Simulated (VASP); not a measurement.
Data:

```xyz
10
Lattice="6.7238 0.0000 0.0000 0.0000 6.7238 0.0000 0.0000 0.0000 3.5042" Properties=species:S:1:pos:R:3 pbc="T T T"
Nb     3.3619     3.3619     0.0000
Nb     6.7238     0.0000     0.0000
Nb     4.5188     1.1569     1.7521
Nb     2.2049     5.5668     1.7521
Nb     5.5668     4.5188     1.7521
Nb     1.1569     2.2049     1.7521
Si     0.8555     4.2174     0.0000
Si     5.8683     2.5064     0.0000
Si     2.5064     0.8555     0.0000
Si     4.2174     5.8683     0.0000
```

Method: r2SCAN meta-GGA, VASP's PBE PAW potentials (set 64) (plane waves; VASP 6.6.1). Numerical set-up: 400 eV cut-off, 5×5×10 Γ-centred mesh, tetrahedra with Blöchl corrections, potentials Nb_sv Si.

### Question
Give the energies of bands 42 to 55 at the high-symmetry points, in eV from the Fermi level.

### Answer

| band | Γ | X | M | Z | R | A |
|---|---|---|---|---|---|---|
| 42 | -1.78 | -1.71 | -1.71 | -1.79 | -2.59 | -2.16 |
| 43 | -1.35 | -1.22 | -1.62 | -1.46 | -2.05 | -2.15 |
| 44 | -1.27 | -1.22 | -1.62 | -1.46 | -2.05 | -2.15 |
| 45 | -0.62 | -0.51 | -1.49 | -1.29 | -1.05 | -2.01 |
| 46 | -0.52 | -0.51 | -1.49 | -0.90 | -1.05 | -2.01 |
| 47 | -0.24 | -0.06 | -0.09 | -0.71 | 0.36 | 0.57 |
| 48 | -0.24 | -0.06 | -0.09 | -0.71 | 0.36 | 0.57 |
| 49 | 0.70 | 0.31 | 0.49 | -0.55 | 1.20 | 2.09 |
| 50 | 0.93 | 0.31 | 0.49 | -0.24 | 1.20 | 2.09 |
| 51 | 0.94 | 0.57 | 0.68 | 2.16 | 1.66 | 2.12 |
| 52 | 1.23 | 0.57 | 0.68 | 2.41 | 1.66 | 2.12 |
| 53 | 1.23 | 1.41 | 1.24 | 2.41 | 2.29 | 2.21 |
| 54 | 1.28 | 1.41 | 1.24 | 2.54 | 2.29 | 2.22 |
| 55 | 1.28 | 1.83 | 1.37 | 2.61 | 2.60 | 2.68 |

It has no gap at this level: it comes out as a metal or semimetal.

The structure comes from a computed database's Nb3Si2 entry (P4/mbm); how it stands against other phases isn't given here. It was relaxed first.
